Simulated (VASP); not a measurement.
A convergence study with VASP on I (space group no. 64 when undisturbed): a few settings are varied, all else stays as given below, so the limit is that of these other settings. One atom is moved off its site, so that forces are finite.

```
CELL_PARAMETERS angstrom
      2.40218    -3.64590     0.00000
      2.40218     3.64590     0.00000
      0.00000     0.00000     9.81937
ATOMIC_POSITIONS crystal
  I  0.84600 0.84600 0.88809
  I  0.65400 0.65400 0.38300
  I  0.34600 0.34600 0.61700
  I  0.15400 0.15400 0.11700
```

Calculation: PBE GGA, VASP's PBE PAW potentials (set 64) (plane waves; VASP). The last row used: 300 eV cut-off, 6×6×3 Γ-centred mesh, Fermi-Dirac smearing of 0.020 eV, potentials I.

Unless said otherwise, spin-orbit coupling is left out, though it shifts the bands of the heavy elements here. Gaps are read on the run's mesh, which can miss a band edge.

```tsv
setting	E (eV/atom)	pressure (GPa)	largest force (eV/Å)	gap on the mesh (eV)	irreducible k-points
EDIFF = 1E-01	-1.4840	1.25	0.753	1.191	34
EDIFF = 1E-02	-1.4818	1.03	0.759	1.252	34
EDIFF = 1E-03	-1.4819	1.05	0.775	1.254	34
EDIFF = 1E-04	-1.4819	1.07	0.771	1.255	34
EDIFF = 1E-05	-1.4819	1.07	0.771	1.255	34
EDIFF = 1E-06	-1.4819	1.07	0.771	1.255	34
EDIFF = 1E-07	-1.4819	1.07	0.771	1.255	34
EDIFF = 1E-08	-1.4819	1.07	0.771	1.255	34
EDIFF = 1E-10	-1.4819	1.07	0.771	1.255	34
EDIFF = 1E-12	-1.4819	1.07	0.771	1.255	34
```

Left out are rungs that failed or repeat a setting and relaxations that didn't move; long series are thinned to 24 rows.

The structure is a typed I crystal (space group no. 64). The cell was not relaxed at this level, it is distorted from the ideal structure.
